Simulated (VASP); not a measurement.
These are G0W0 on PBE orbitals, VASP's PBE PAW potentials (set 64) (plane waves; VASP) values and carry that method's errors.

A VASP calculation is set up with these files.

**POSCAR**
```
GaP
1
    0.0000000000     2.7250000000     2.7250000000
    2.7250000000     0.0000000000     2.7250000000
    2.7250000000     2.7250000000     0.0000000000
Ga P
1 1
Direct
  0.0000000000   0.0000000000   0.0000000000
  0.2500000000   0.2500000000   0.2500000000
```

### INCAR
```
ALGO = EVGW0
ENCUT = 500
ENCUTGW = 150
GGA = PE
ISMEAR = 0
LASPH = .TRUE.
LCHARG = .FALSE.
LREAL = .FALSE.
LSPECTRALGW = .TRUE.
LWAVE = .FALSE.
NBANDS = 100
NBANDSGW = 17
NELMGW = 1
NOMEGA = 64
PREC = Normal
SIGMA = 0.01
SYSTEM = GaP
```

**KPOINTS**
```
Automatic mesh
0
G
 4 4 4
```

POTCAR, in this order: Ga_d_GW P_GW (PBE.64 set). Program: vasp_std. Read from the step before: WAVECAR, WAVEDER.

What VASP printed:

**OSZICAR**
```
energies w=
    0.000    0.000    0.473    0.000    0.944    0.000    1.414    0.000
    1.880    0.000    2.343    0.000    2.800    0.000    3.253    0.000
    3.699    0.000    4.140    0.000    4.575    0.000    5.004    0.000
    5.426    0.000    5.843    0.000    6.255    0.000    6.662    0.000
    7.065    0.000    7.464    0.000    7.861    0.000    8.255    0.000
    8.647    0.000    9.039    0.000    9.431    0.000    9.824    0.000
   10.220    0.000   10.618    0.000   11.021    0.000   11.429    0.000
   11.844    0.000   12.266    0.000   12.699    0.000   13.142    0.000
   13.598    0.000   14.069    0.000   14.557    0.000   15.064    0.000
   15.594    0.000   16.148    0.000   16.731    0.000   17.347    0.000
   18.001    0.000   18.697    0.000   19.443    0.000   20.245    0.000
   21.114    0.000   22.059    0.000   23.095    0.000   24.235    0.000
   25.502    0.000   26.918    0.000   28.516    0.000   30.335    0.000
   32.426    0.000   34.860    0.000   37.730    0.000   41.167    0.000
   45.356    0.000   50.575    0.000   57.253    0.000   66.093    0.000
   78.335    0.000   96.374    0.000  125.549    0.000  180.617    0.000
NQ=   1    0.0000    0.0000    0.0000,
 performed        132000 updates of chi_q(r,r)
NQ=   2    0.2500    0.0000    0.0000,
 performed        359000 updates of chi_q(r,r)
NQ=   3    0.5000    0.0000    0.0000,
 performed        559000 updates of chi_q(r,r)
NQ=   4    0.2500    0.2500    0.0000,
 performed        786000 updates of chi_q(r,r)
NQ=   5    0.5000    0.2500    0.0000,
 performed       1088000 updates of chi_q(r,r)
NQ=   6   -0.2500    0.2500    0.0000,
 performed       1362000 updates of chi_q(r,r)
NQ=   7    0.5000    0.5000    0.0000,
 performed       1541000 updates of chi_q(r,r)
NQ=   8   -0.2500    0.5000    0.2500,
 performed       1761000 updates of chi_q(r,r)
 resolving degeneracies of screened two electron integrals
```

OUTCAR:
```


 k-point   1 :       0.0000    0.0000    0.0000
  band No.  KS-energies  QP-energies   sigma(KS)   V_xc(KS)     V^pw_x(r,r')   Z            occupation Imag(sigma)

      1     -10.1848     -12.5832     -25.1807     -21.6815     -35.0242       0.6854       2.0000       0.1939
      2     -10.1848     -12.5832     -25.1807     -21.6815     -35.0242       0.6854       2.0000       0.1939
      3     -10.1848     -12.5832     -25.1807     -21.6815     -35.0242       0.6854       2.0000       0.1939
      4     -10.0866     -12.5198     -25.3423     -21.8041     -35.1546       0.6877       2.0000       0.1616
      5     -10.0866     -12.5198     -25.3423     -21.8041     -35.1546       0.6877       2.0000       0.1616
      6      -8.0944      -8.5391     -12.0544     -11.3619     -18.6696       0.6422       2.0000       1.0001
      7       4.4072       3.9290     -13.2473     -12.6196     -14.6213       0.7618       2.0000       0.0433
      8       4.4072       3.9290     -13.2473     -12.6196     -14.6213       0.7618       2.0000       0.0433
      9       4.4072       3.9290     -13.2473     -12.6196     -14.6213       0.7618       2.0000       0.0433
     10       6.2247       6.6492     -11.0732     -11.6264      -6.8637       0.7673       0.0000      -0.0587
     11       8.2648       8.5176     -10.1514     -10.4815      -5.8175       0.7659       0.0000      -0.0717
     12       8.2648       8.5176     -10.1514     -10.4815      -5.8175       0.7659       0.0000      -0.0717
     13       8.2648       8.5176     -10.1514     -10.4815      -5.8175       0.7659       0.0000      -0.0717
     14      13.2139      13.2350      -8.2115      -8.2382      -2.7567       0.7893       0.0000      -0.2812
     15      14.1136      14.4093     -10.4352     -10.8328      -5.0068       0.7437       0.0000      -0.2374
     16      14.1136      14.4093     -10.4352     -10.8328      -5.0068       0.7437       0.0000      -0.2374
     17      16.8268      16.7224      -8.3641      -8.2251      -2.4429       0.7504       0.0000      -0.4636

 k-point   2 :       0.2500    0.0000    0.0000
  band No.  KS-energies  QP-energies   sigma(KS)   V_xc(KS)     V^pw_x(r,r')   Z            occupation Imag(sigma)

      1     -10.2281     -12.5691     -24.8889     -21.4595     -34.6940       0.6826       2.0000       0.2135
      2     -10.1705     -12.5719     -25.2129     -21.7087     -35.0594       0.6853       2.0000       0.1921
      3     -10.1705     -12.5719     -25.2129     -21.7087     -35.0594       0.6853       2.0000       0.1921
      4     -10.0858     -12.5208     -25.3429     -21.8062     -35.1594       0.6885       2.0000       0.1613
      5     -10.0858     -12.5208     -25.3429     -21.8062     -35.1594       0.6885       2.0000       0.1613
      6      -7.3183      -7.8071     -12.4517     -11.7339     -18.8661       0.6810       2.0000       0.9465
      7       0.5188      -0.0045     -12.3103     -11.5963     -14.8260       0.7329       2.0000       0.1122
      8       3.7404       3.2373     -12.9036     -12.2406     -14.4145       0.7589       2.0000       0.0479
      9       3.7404       3.2373     -12.9036     -12.2406     -14.4145       0.7589       2.0000       0.0479
     10       6.5472       6.8699     -10.4836     -10.9024      -6.3729       0.7703       0.0000      -0.0591
     11       9.1226       9.3800     -10.2771     -10.6163      -5.7138       0.7589       0.0000      -0.0880
     12       9.1226       9.3800     -10.2771     -10.6163      -5.7138       0.7589       0.0000      -0.0880
     13      10.7513      10.9851     -10.6637     -10.9792      -5.6153       0.7412       0.0000      -0.1346
     14      13.3286      13.5041      -9.8824     -10.1171      -4.5779       0.7475       0.0000      -0.2277
     15      13.3286      13.5041      -9.8824     -10.1171      -4.5779       0.7475       0.0000      -0.2277
     16      14.3199      14.1996      -8.0662      -7.9065      -2.4767       0.7533       0.0000      -0.3123
     17      17.4863      17.5236      -9.0272      -9.0772      -2.9325       0.7449       0.0000      -0.5319

 k-point   3 :       0.5000    0.0000    0.0000
  band No.  KS-energies  QP-energies   sigma(KS)   V_xc(KS)     V^pw_x(r,r')   Z            occupation Imag(sigma)

      1     -10.2648     -12.5763     -24.7065     -21.3199     -34.4894       0.6825       2.0000       0.2284
      2     -10.1605     -12.5671     -25.2293     -21.7210     -35.0730       0.6860       2.0000       0.1908
      3     -10.1605     -12.5671     -25.2293     -21.7210     -35.0730       0.6860       2.0000       0.1908
      4     -10.0796     -12.5195     -25.3602     -21.8240     -35.1867       0.6900       2.0000       0.1626
      5     -10.0796     -12.5195     -25.3602     -21.8240     -35.1867       0.6900       2.0000       0.1626
      6      -6.0243      -6.5301     -13.1760     -12.4508     -19.2317       0.6974       2.0000       0.8027
      7      -2.2462      -2.7921     -11.5134     -10.7378     -15.2561       0.7038       2.0000       0.2874
      8       3.2832       2.7537     -12.7828     -12.0819     -14.4667       0.7554       2.0000       0.0530
      9       3.2832       2.7537     -12.7828     -12.0819     -14.4667       0.7554       2.0000       0.0530
     10       6.0636       6.3599     -10.4588     -10.8416      -6.4938       0.7740       0.0000      -0.0556
     11       9.0956       9.3108      -9.9367     -10.2185      -5.4029       0.7637       0.0000      -0.0867
     12       9.0956       9.3108      -9.9367     -10.2185      -5.4029       0.7637       0.0000      -0.0867
     13      12.6791      12.5381      -8.5172      -8.3300      -3.0184       0.7530       0.0000      -0.2384
     14      15.2988      15.4346      -9.8470     -10.0313      -3.7788       0.7370       0.0000      -0.3837
     15      16.0053      16.3071     -10.5305     -10.9321      -4.3584       0.7518       0.0000      -0.4758
     16      16.0053      16.3071     -10.5305     -10.9321      -4.3584       0.7518       0.0000      -0.4758
     17      17.9710      18.0464     -10.3034     -10.4038      -3.9541       0.7507       0.0000      -0.6707

 k-point   4 :       0.2500    0.2500    0.0000
  band No.  KS-energies  QP-energies   sigma(KS)   V_xc(KS)     V^pw_x(r,r')   Z            occupation Imag(sigma)

      1     -10.2510     -12.5848     -24.8405     -21.4223     -34.6438       0.6828       2.0000       0.2171
      2     -10.1536     -12.5655     -25.2540     -21.7440     -35.1062       0.6871       2.0000       0.1906
      3     -10.1536     -12.5655     -25.2540     -21.7440     -35.1062       0.6871       2.0000       0.1906
      4     -10.1032     -12.5204     -25.2855     -21.7561     -35.0908       0.6849       2.0000       0.1640
      5     -10.0761     -12.5193     -25.3622     -21.8246     -35.1843       0.6906       2.0000       0.1606
      6      -7.0566      -7.5318     -12.4975     -11.7868     -18.8238       0.6686       2.0000       0.9164
      7       0.7237       0.2563     -12.7831     -12.1465     -15.2199       0.7342       2.0000       0.1039
      8       2.7152       2.1679     -12.4177     -11.6890     -14.2033       0.7511       2.0000       0.0590
      9       2.7152       2.1679     -12.4177     -11.6890     -14.2033       0.7511       2.0000       0.0590
     10       6.5660       6.7276      -9.7188      -9.9270      -5.7509       0.7759       0.0000      -0.0579
     11       8.1125       8.3042     -10.0550     -10.3056      -5.6529       0.7646       0.0000      -0.0747
     12      11.1334      11.4360     -10.8522     -11.2613      -5.7243       0.7396       0.0000      -0.1494
     13      11.1334      11.4360     -10.8522     -11.2613      -5.7243       0.7396       0.0000      -0.1494
     14      12.1909      12.3777     -10.1753     -10.4233      -4.9840       0.7533       0.0000      -0.1867
     15      15.0549      15.3587     -10.4052     -10.8104      -4.6738       0.7499       0.0000      -0.3301
     16      17.1007      17.2067      -9.0962      -9.2362      -2.9839       0.7572       0.0000      -0.5283
     17      18.9917      18.9009      -8.9224      -8.8018      -2.6379       0.7524       0.0000      -0.7017

 k-point   5 :       0.5000    0.2500    0.0000
  band No.  KS-energies  QP-energies   sigma(KS)   V_xc(KS)     V^pw_x(r,r')   Z            occupation Imag(sigma)

      1     -10.2765     -12.5808     -24.7155     -21.3321     -34.5091       0.6811       2.0000       0.2283
      2     -10.1467     -12.5647     -25.2577     -21.7446     -35.1043       0.6883       2.0000       0.1874
      3     -10.1389     -12.5628     -25.2859     -21.7712     -35.1411       0.6896       2.0000       0.1892
      4     -10.1017     -12.5261     -25.2944     -21.7647     -35.1062       0.6869       2.0000       0.1641
      5     -10.0745     -12.5211     -25.3660     -21.8292     -35.1926       0.6918       2.0000       0.1606
      6      -5.7015      -6.1915     -13.1343     -12.4278     -19.0640       0.6936       2.0000       0.7550
      7      -1.7407      -2.2493     -12.0896     -11.3719     -15.6332       0.7087       2.0000       0.2342
      8       1.1591       0.5817     -11.7565     -10.9759     -13.9261       0.7398       2.0000       0.0891
      9       2.3653       1.7983     -12.3570     -11.5999     -14.2875       0.7489       2.0000       0.0643
     10       6.8471       6.9848      -9.7409      -9.9187      -5.7075       0.7749       0.0000      -0.0606
     11       9.3218       9.5890     -10.4306     -10.7857      -5.7037       0.7526       0.0000      -0.1001
     12      10.9789      11.1455     -10.1873     -10.4092      -5.2355       0.7508       0.0000      -0.1365
     13      11.4449      11.7053     -10.4221     -10.7730      -5.2100       0.7420       0.0000      -0.1655
     14      15.2383      15.3562     -10.3165     -10.4779      -4.1382       0.7305       0.0000      -0.4161
     15      16.0977      16.3901     -10.5828     -10.9774      -4.3948       0.7408       0.0000      -0.4739
     16      17.5494      17.8735     -10.8407     -11.2810      -4.2485       0.7362       0.0000      -0.6451
     17      18.1022      18.0858      -8.7317      -8.7097      -2.6657       0.7472       0.0000      -0.5382

 k-point   6 :      -0.2500    0.2500    0.0000
  band No.  KS-energies  QP-energies   sigma(KS)   V_xc(KS)     V^pw_x(r,r')   Z            occupation Imag(sigma)

...
```
(Selected blocks of OUTCAR.)

The mesh is coarse and the basis finite, so the quasiparticle values are not converged.

The compound is GaP in the zinc blende structure. The cell was not relaxed at this level. The k-mesh is coarse (spacing up to 0.50 per Å, 2π included), so the numbers may not be converged in it.
